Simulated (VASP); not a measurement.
Given:

```
CELL_PARAMETERS angstrom
      0.00000     2.58050     2.58050
      2.58050     0.00000     2.58050
      2.58050     2.58050     0.00000
ATOMIC_POSITIONS crystal
  Mg 0.00000 0.00000 0.00000
  S  0.50000 0.50000 0.50000
```

The numbers are results of PBE GGA, VASP's PBE PAW potentials (set 64) (plane waves; VASP 6.6.1), not measurements. Numerical set-up: 300 eV cut-off, 9×9×9 Γ-centred mesh, Fermi-Dirac smearing of 0.010 eV, potentials Mg S.

Energy and stress use the plane-wave basis of the starting cell.

**Question.** The ions, cell shape and volume are relaxed. Give the cell that the relaxation ends in.

**Answer.** 
```
CELL_PARAMETERS angstrom
      0.00000     2.60899     2.60899
      2.60899     0.00000     2.60899
      2.60899     2.60899     0.00000
ATOMIC_POSITIONS crystal
  Mg 0.00000 0.00000 0.00000
  S  0.50000 0.50000 0.50000
```
Space group Fm-3m (225), at a tolerance of 0.03 Å.

**Question.** How do energy and volume change from the first to the last step?

**Answer.** The energy (σ→0) changes by -4.8 meV/atom and the volume by +3.3 %, in 3 ionic steps.

| step | E(σ→0) (eV) | max force (eV/Å) | pressure (GPa) | volume (Å³) |
|---|---|---|---|---|
| 1 | -8.4895 | 0.000 | 2.73 | 34.37 |
| 2 | -8.4984 | 0.000 | -0.69 | 35.84 |
| 3 | -8.4991 | 0.000 | 0.01 | 35.52 |

The structure is a typed MgS crystal (Fm-3m). This run relaxes it. Symmetry was kept, so distortions that lower it aren't found. The run is one of a series of settings (EDIFFG = -0.01, IBRION = 2, ISIF = 3, NSW = 50 against the base run), some of them coarse on purpose.
